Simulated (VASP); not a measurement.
Here is a VASP 6.6.1 calculation.

Contents of INCAR:

```
AGGAC = 0.0
ALGO = Normal
AMIX = 0.2
AMIX_MAG = 0.8
BMIX = 1E-4
BMIX_MAG = 1E-4
EDIFF = 1E-8
ENCUT = 520
GGA = MK
ISIF = 2
ISMEAR = -5
LASPH = T
LCHARG = F
LEFG = T
LREAL = F
LUSE_VDW = T
LWAVE = F
NELM = 100
PARAM1 = 0.1234
PARAM2 = 0.711357
PREC = Accurate
SIGMA = 0.5
ZAB_VDW = -1.8867
```

File KPOINTS:

```
k-points
0
Gamma
  11 11 4
```

File POSCAR:

```
PC2
1.0
    2.8662250000      0.0486480000     -0.0065230000
   -1.3909820000      2.4060340000      0.0346390000
   -0.0160730000      0.0892810000      7.1133490000
P C
2 4
Direct
    0.0000000000      0.0000000000      0.5000000000
    0.0000000000      0.0000000000      0.0000000000
    0.6666700000      0.3333300000      0.3508200000
    0.3333300000      0.6666700000      0.6491800000
    0.3333300000      0.6666700000      0.8508200000
    0.6666700000      0.3333300000      0.1491800000
```

Potentials or basis: VASP PAW PBE potentials, release 64 (P, C).

Launch:

```console
$ cat potpaw_PBE.64/P/POTCAR potpaw_PBE.64/C/POTCAR > POTCAR
$ mpirun -np 1 vasp_std > vasp.out
```

**Question.** What does it give for the band gap on the k mesh?

**Answer.** None (metal or under the smearing width).

**Question.** What does it give for the pressure?

**Answer.** -2.7 GPa.

Electric field gradients, principal values (V/Å²):
| atom | Vxx | Vyy | Vzz |
| --- | --- | --- | --- |
| 1 P | 3.266 | 8.230 | -11.497 |
| 2 P | 3.366 | 11.259 | -14.625 |
| 3 C | 7.814 | 9.428 | -17.242 |
| 4 C | 7.814 | 9.428 | -17.242 |
| 5 C | 7.661 | 9.398 | -17.058 |
| 6 C | 7.661 | 9.398 | -17.058 |

Caveat: the PAW data sets were made with another functional, which shifts forces and pressure a little; tetrahedron occupations give inexact forces and stress in metals.
